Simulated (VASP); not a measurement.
```xyz
2
Lattice="2.9355 0.0000 0.0000 0.0000 2.9355 0.0000 0.0000 0.0000 2.9355" Properties=species:S:1:pos:R:3 pbc="T T T"
Ti     0.0000     0.0000     0.0000
Co     1.4677     1.4677     1.4677
```

Method: PBE GGA with D3 dispersion (zero damping), VASP's PBE PAW potentials (set 64) (plane waves; VASP 6.6.1). Settings: 520 eV cut-off, Gaussian smearing of 0.050 eV, potentials Ti_sv Co.

Give the energies of bands 5 to 13 at the high-symmetry points, in eV from the Fermi level.

```json
[
 {"band": "5", "Γ": "-7.89", "X": "-4.18", "M": "-4.61", "R": "-2.56"},
 {"band": "6", "Γ": "-4.03", "X": "-3.90", "M": "-3.97", "R": "-2.56"},
 {"band": "7", "Γ": "-4.03", "X": "-2.53", "M": "-2.58", "R": "-2.56"},
 {"band": "8", "Γ": "-1.56", "X": "-1.64", "M": "-2.58", "R": "-2.25"},
 {"band": "9", "Γ": "-1.56", "X": "-1.64", "M": "-0.64", "R": "-2.25"},
 {"band": "10", "Γ": "-1.56", "X": "-1.12", "M": "-0.16", "R": "-2.25"},
 {"band": "11", "Γ": "0.80", "X": "-0.90", "M": "0.71", "R": "-0.60"},
 {"band": "12", "Γ": "0.80", "X": "0.15", "M": "0.71", "R": "-0.60"},
 {"band": "13", "Γ": "2.87", "X": "0.64", "M": "1.27", "R": "3.31"}
]
```

It has no gap at this level: it comes out as a metal or semimetal.

The compound is TiCo in the CsCl type structure. It was relaxed first, which changed the volume by -5 %. The run is not spin-polarised, so no magnetic state was tried. The electron count is odd and the run is not spin-polarised, which forces a metal.
